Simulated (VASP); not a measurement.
Data:

```xyz
6
Lattice="4.9600 0.0000 0.0000 0.0000 4.9600 0.0000 0.0000 0.0000 3.3900" Properties=species:S:1:pos:R:3 pbc="T T T"
Pb     0.0000     0.0000     0.0000
Pb     2.4800     2.4800     1.6950
O      1.5227     1.5227     0.0000
O      4.0027     0.9573     1.6950
O      0.9573     4.0027     1.6950
O      3.4373     3.4373     0.0000
```

Level of theory: PBE GGA, VASP's PBE PAW potentials (set 64) (plane waves; VASP). Run with 400 eV cut-off, 5×5×7 Γ-centred mesh, Gaussian smearing of 0.10 eV, potentials Pb_d O.

Question: Give the energies of bands 15 to 28 at the high-symmetry points, in eV from the Fermi level.

Answer: 
```json
[
 {"band": "15", "Γ": "-8.11", "X": "-6.51", "M": "-5.57", "Z": "-7.45", "R": "-7.11", "A": "-7.95"},
 {"band": "16", "Γ": "-3.40", "X": "-6.51", "M": "-5.57", "Z": "-7.45", "R": "-7.11", "A": "-7.95"},
 {"band": "17", "Γ": "-3.34", "X": "-2.61", "M": "-3.24", "Z": "-3.42", "R": "-4.72", "A": "-4.00"},
 {"band": "18", "Γ": "-3.34", "X": "-2.61", "M": "-3.24", "Z": "-3.42", "R": "-4.72", "A": "-4.00"},
 {"band": "19", "Γ": "-2.11", "X": "-2.43", "M": "-2.61", "Z": "-2.89", "R": "-3.48", "A": "-1.98"},
 {"band": "20", "Γ": "-1.78", "X": "-2.43", "M": "-2.61", "Z": "-2.89", "R": "-3.48", "A": "-1.98"},
 {"band": "21", "Γ": "-1.78", "X": "-1.35", "M": "-1.62", "Z": "-2.03", "R": "-1.09", "A": "-1.84"},
 {"band": "22", "Γ": "-0.62", "X": "-1.35", "M": "-1.62", "Z": "-2.03", "R": "-1.09", "A": "-1.84"},
 {"band": "23", "Γ": "-0.62", "X": "-0.64", "M": "-0.65", "Z": "-1.15", "R": "-0.81", "A": "-0.69"},
 {"band": "24", "Γ": "-0.60", "X": "-0.64", "M": "-0.65", "Z": "-1.15", "R": "-0.81", "A": "-0.69"},
 {"band": "25", "Γ": "-0.60", "X": "-0.39", "M": "-0.50", "Z": "-0.81", "R": "-0.18", "A": "-0.55"},
 {"band": "26", "Γ": "-0.60", "X": "-0.39", "M": "-0.50", "Z": "-0.81", "R": "-0.18", "A": "-0.55"},
 {"band": "27", "Γ": "0.07", "X": "2.56", "M": "2.98", "Z": "3.89", "R": "4.21", "A": "2.94"},
 {"band": "28", "Γ": "4.42", "X": "2.56", "M": "2.98", "Z": "3.89", "R": "4.21", "A": "2.94"}
]
```

It has no gap at this level: it comes out as a metal or semimetal.

The structure is a typed PbO2 crystal (P4_2/mnm). The cell was not relaxed at this level.
